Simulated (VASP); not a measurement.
Set up this calculation in VASP 6.6.1, as the native input.

```yaml
Task: single point
Functional: rev-vdW-DF2
Potentials_or_basis: VASP PAW PBE potentials, release 64 (Li_sv, Ti_pv)
Cutoff: 520 eV
k_mesh: 7 × 7 × 1
Occupations: gaussian, width 0.1 eV
Spin: no spin polarisation
Hubbard_terms: Ti d U = 3 eV, J = 0.5 eV
LDAUTYPE: 1
Hund's_J: 0.5
Dipole_correction: yes
Further_INCAR_settings: ALGO = Fast; EDIFF = 1e-07
```

The structure of LiTi lies in POSCAR:

```
LiTi
1.0
    3.6389800000      0.0000000000      0.0000000000
    0.0000000000      3.6389800000      0.0000000000
    0.0000000000      0.0000000000     23.8000000000
Li Ti
1 1
Direct
    0.0000000000      0.0000000000      0.2941200000
    0.5000000000      0.5000000000      0.2941200000
```

The cell was built by a generator and needn't be a form met in nature.

These files were run (other wordings do the same):

INCAR

```
SYSTEM = LiTi
PREC = Accurate
ENCUT = 520
EDIFF = 1E-7
ISMEAR = 0
SIGMA = 0.1
LREAL = .False.
LASPH = .True.
NELM = 80
ALGO = Fast
ISIF = 2
LWAVE = .False.
LCHARG = .False.
LMAXMIX = 4
LDAU = .True.
LDAUTYPE = 1
LDAUL = -1 2
LDAUU = 0 3
LDAUJ = 0 0.5
LDAUPRINT = 1
LDIPOL = .True.
IDIPOL = 3
DIPOL = 0.5 0.5 0.294
GGA = MK
LUSE_VDW = .True.
AGGAC = 0.0
PARAM1 = 0.1234
PARAM2 = 0.711357
ZAB_VDW = -1.8867
```

KPOINTS

```
Automatic mesh
0
Gamma
  7 7 1
  0 0 0
```

Potentials or basis: VASP PAW PBE potentials, release 64 (Li_sv, Ti_pv).

Command:

```bash
$ cat potpaw_PBE.64/Li_sv/POTCAR potpaw_PBE.64/Ti_pv/POTCAR > POTCAR
$ mpirun -np 1 vasp_std > vasp.out
```

It gave:

| Quantity | Value |
| --- | --- |
| Band gap on the k mesh | none (metal or under the smearing width) |

Caveat: U without spin polarisation on a metal has little footing; the U is typed as a test and isn't derived for this compound.

Wall time 5.8 min on 1 thread of Intel(R) Xeon(R) 6975P-C (Granite Rapids), with other jobs on the host, peak memory 1 GiB.
